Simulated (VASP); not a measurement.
# Ruthenium: input slips in a relaxation and what they do, part 2 of 2

Aim: see how common mistakes in a VASP relaxation show up, on Ruthenium. The starting structure is a measured crystal structure from the Crystallography Open Database. The first relaxation on each setting starts from this cell expanded by 3 % in volume.

VASP 6.6.1.

Results so far: reference 13.31 Å³ an atom; only the volume free (ISIF = 7) 13.31 Å³ an atom; a leftover external pressure of 100 kbar 12.96 Å³ an atom.

**5. Relaxation with the cell held fixed (ISIF = 2)**

Level of this step: PBEsol; plane waves and PAW (Ru_pv) (VASP).

A slip made on purpose: the cell held fixed (ISIF = 2). Against step 2 the input has ISIF = 2 (also changed: NELM).

INCAR reads:

```
SYSTEM = Ru
PREC = Accurate
ENCUT = 450
EDIFF = 1E-06
NELM = 60
ISMEAR = 1
SIGMA = 0.15
LREAL = .FALSE.
ALGO = Normal
GGA = PS
NBANDS = 20
LASPH = .TRUE.
LORBIT = 11
LWAVE = .FALSE.
LCHARG = .FALSE.
KPAR = 4
IBRION = 2
NSW = 50
ISIF = 2
EDIFFG = -0.006
```

POSCAR reads:

```
Ru
1.0
    2.7325918414      0.0000000000      0.0000000000
   -1.3662959207      2.3664939529      0.0000000000
    0.0000000000      0.0000000000      4.3242978068
Ru
2
Direct
    0.6666666667      0.3333333333      0.7500000000
    0.3333333333      0.6666666667      0.2500000000
```

KPOINTS reads:

```
Automatic mesh
0
Gamma
18 18 10
0 0 0
```

PAW data sets: Ru_pv (PBE family, release 64).

On the command line:

```sh
$ mpirun -np 4 vasp_std
```

The program printed:

```text
[... set-up lines as in an earlier step ...]
 entering main loop
       N       E                     dE             d eps       ncg     rms          rms(c)
[... 12 cycles as in an earlier step ...]
   1 F= -.20275253E+02 E0= -.20274938E+02  d E =-.202753E+02
[...]
reached required accuracy - stopping structural energy minimisation
```

Wall time 20 s (4 MPI ranks of AMD EPYC 7R43, shared host); peak memory 0.61 GiB.

OUTCAR, selected parts (step 5):

```text
  Total       -2.5918555     -2.5918555     -2.8059792      0.0000000      0.0000000      0.0000000
  in kB     -148.4997105   -148.4997105   -160.7678710      0.0000000      0.0000000      0.0000000
  external PRESSURE =    -152.5890973 kB  Pullay stress =       0.0000000 kB

 POSITION                                       TOTAL-FORCE (eV/Angst)
 -----------------------------------------------------------------------------------
      1.36630      0.78883      3.24322         0.000000     -0.000000      0.000000
     -0.00000      1.57766      1.08107        -0.000000      0.000000      0.000000
 -----------------------------------------------------------------------------------
    total drift:                               -0.000000      0.000000     -0.000000

  FREE ENERGIE OF THE ION-ELECTRON SYSTEM (eV)
  ---------------------------------------------------
  free  energy   TOTEN  =       -20.2752529154 eV

  energy  without entropy=      -20.2743091377  energy(sigma->0) =      -20.27493832

[... 2 parts as in an earlier step ...]

[... 2 further parts left out ...]
[key lines of the parts left out:]
E-fermi :  12.1614
```

With the cell held fixed (ISIF = 2) the cell ends at 13.982 Å³ an atom, +5.04 % from the reference.

**6. Relaxation with an ionic step far too long**

A slip made on purpose: an ionic step far too long. Against step 2 the input has IBRION = 1 and POTIM = 2 (also changed: NELM and NSW).

Edit INCAR of step 5 so:

```diff
@@ -16,5 +16,6 @@
 KPAR = 4
-IBRION = 2
-NSW = 50
-ISIF = 2
+IBRION = 1
+NSW = 30
+ISIF = 3
 EDIFFG = -0.006
+POTIM = 2
```

POSCAR is that of step 5.

KPOINTS is that of step 5.

On the command line:

```sh
$ mpirun -np 4 vasp_std
```

The program printed:

```text
[... set-up lines as in an earlier step ...]
 entering main loop
       N       E                     dE             d eps       ncg     rms          rms(c)
[... 12 cycles as in an earlier step ...]
   1 F= -.20275253E+02 E0= -.20274938E+02  d E =-.202753E+02
[...]
2 F= 0.23188544E+02 E0= 0.23188588E+02  d E =0.434638E+02
[...]
3 F= -.20322756E+02 E0= -.20322486E+02  d E =-.435113E+02
[...]
4 F= -.20277795E+02 E0= -.20277603E+02  d E =0.449608E-01
[...]
5 F= -.20334320E+02 E0= -.20334007E+02  d E =-.565250E-01
[...]
6 F= -.20341998E+02 E0= -.20341686E+02  d E =-.767796E-02
[...]
7 F= -.20342012E+02 E0= -.20341699E+02  d E =-.142214E-04
 BRION: g(F)=  0.383E-46 g(S)=  0.156E-04 retain N=  2 mean eig= 3.60
 eig:   0.060  7.131
 reached required accuracy - stopping structural energy minimisation
```

Elapsed: 94 s, on 4 MPI ranks; peak memory 0.7 GiB; 6.2 min of CPU time.

From OUTCAR (step 6):

```text
  Total        0.0063106      0.0063106      0.0090319      0.0000000     -0.0000000     -0.0000000
  in kB        0.3796810      0.3796810      0.5434067      0.0000000     -0.0000000     -0.0000000
  external PRESSURE =       0.4342562 kB  Pullay stress =       0.0000000 kB

 POSITION                                       TOTAL-FORCE (eV/Angst)
 -----------------------------------------------------------------------------------
      1.34456      0.77628      3.18914        -0.000000      0.000000     -0.000000
     -0.00000      1.55257      1.06305         0.000000     -0.000000      0.000000
 -----------------------------------------------------------------------------------
    total drift:                               -0.000000      0.000000     -0.000000

  FREE ENERGIE OF THE ION-ELECTRON SYSTEM (eV)
  ---------------------------------------------------
  free  energy   TOTEN  =       -20.3420124100 eV

  energy  without entropy=      -20.3410715818  energy(sigma->0) =      -20.34169880

[... 2 parts as in an earlier step ...]

[... 2 further parts left out ...]
[key lines of the parts left out:]
E-fermi :  13.0501
```

With an ionic step far too long the cell ends at 13.315 Å³ an atom, +0.03 % from the reference.

**7. All runs side by side**

| run | volume (Å³/atom) | change (%) | pressure left (GPa) | core minutes |
| --- | --- | --- | --- | --- |
| reference | 13.311 | - | 0.06 | 10.3 |
| only the volume free (ISIF = 7) | 13.314 | 0.03 | 0.01 | 5.33 |
| a leftover external pressure of 100 kbar | 12.962 | -2.62 | 10.03 | 5.53 |
| the cell held fixed (ISIF = 2) | 13.982 | 5.04 | -15.26 | 1.32 |
| an ionic step far too long | 13.315 | 0.03 | 0.04 | 6.27 |

Core minutes are wall time times ranks, summed over the relaxations behind a row (those for a bulk modulus apart), on shared hosts.

**8. Outcome**

```json
{
  "volume of the reference": "13.31 Å³/atom",
  "volume against the reference, only the volume free (ISIF = 7)": "+0.03 %",
  "volume against the reference, a leftover external pressure of 100 kbar": "-2.62 %",
  "volume against the reference, the cell held fixed (ISIF = 2)": "+5.04 %",
  "volume against the reference, an ionic step far too long": "+0.03 %"
}
```

Finished, but with signs in the output that stand out against the reference: only the volume free (ISIF = 7), with the volume changed by less than 0.1 % (signs: a stress of up to 0.2 GPa and an energy that rises by up to 0.3 eV an atom on the way); a leftover external pressure of 100 kbar, with the volume changed by -2.6 % (signs: the Pulay stress that OUTCAR prints, which here is the typed pressure and an energy that rises by up to 1.3 eV an atom on the way); the cell held fixed (ISIF = 2), with the volume kept at the input's, +5.0 % from the reference (signs: a stress of up to 16.1 GPa); an ionic step far too long, with the volume changed by less than 0.1 % (signs: an energy that rises by up to 21.7 eV an atom on the way). The reference was restarted once and the runs with a slip weren't, so their cells may not have settled fully. Further runs on this material are not shown.

[Lines on the potential files, build, host, timing and source positions are cut from VASP's logs without a mark.]

[Logs are printed without paths, hosts, clocks, repeated set-up lines and the standing remarks that a program may print on its own settings, such as how far it seeks lower states.]

[Hosts, paths, dates, database ids (printed as entryN), source tags and the programs' standing remarks are cut or masked in the printed files.]
